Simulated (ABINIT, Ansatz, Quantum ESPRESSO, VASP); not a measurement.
## Code comparison for CsAu (Pm-3m, 2 atoms in the cell)

Self-consistent single point.

```
CsAu
1.0
    4.18306     0.00000     0.00000
    0.00000     4.18306     0.00000
    0.00000     0.00000     4.18306
Cs Au
1 1
Direct
  0.00000   0.00000   0.00000
  0.50000   0.50000   0.50000
```

Shared settings, as Ansatz (an electronic-structure program) writes them: kpoints.mp_grid.grid = 6 6 6; magnetization.spin_orbit = true; scf.occupations.method = fermi_dirac; scf.occupations.width = 0.0037 Ry. Potentials and cutoffs stand in the table.

```json
[
 {"code": "ABINIT", "model": "PBEsol, spin-orbit coupling, norm-conserving pseudopotentials (PseudoDojo nc-fr-04 PBEsol standard)", "pressure (GPa)": "-0.35", "gap on the mesh (eV)": "0.784", "cutoff": "1034 eV"},
 {"code": "VASP", "model": "PBEsol, spin-orbit coupling, VASP's PBE PAW potentials (set 64)", "pressure (GPa)": "-0.44", "gap on the mesh (eV)": "0.763", "cutoff": "300 eV"},
 {"code": "Ansatz", "model": "PBEsol with spin-orbit coupling, default PAW files made with PBE", "pressure (GPa)": "-0.32", "gap on the mesh (eV)": "–", "cutoff": "30.9 Ry"},
 {"code": "Quantum ESPRESSO", "model": "PBEsol, spin-orbit coupling, PseudoDojo fully relativistic norm-conserving (PBESOL) pseudopotentials", "pressure (GPa)": "-0.34", "gap on the mesh (eV)": "0.784", "cutoff": "80 Ry"}
]
```

A dash marks a value that a program does not give, or that is left out as unsure.

No gap is tabulated for Ansatz: it is not read from that output, or partly filled or unconverged empty levels leave it unsure.

Gaps are read on the mesh.

The spread over the programs that give each value: pressure within 0.12 GPa; gap on the mesh within 0.021 eV.

Ansatz's pressure is given at a fixed set of plane waves, as the other plane-wave codes print theirs.

VASP's run is marked for a possible Pulay error in its stress at this cutoff; no cutoff test was made.

The starting cell comes from a database of computed structures (which also holds hypothetical and non-ambient phases and stackings), without a prior relaxation at this level. Its lattice was rescaled by a random factor within 2.5 % of one.

Left out of this page: Elk and SIESTA (not drawn, or without a comparable value); FLEUR (with a known weakness of the program).

Keys are those of Ansatz 0.2.
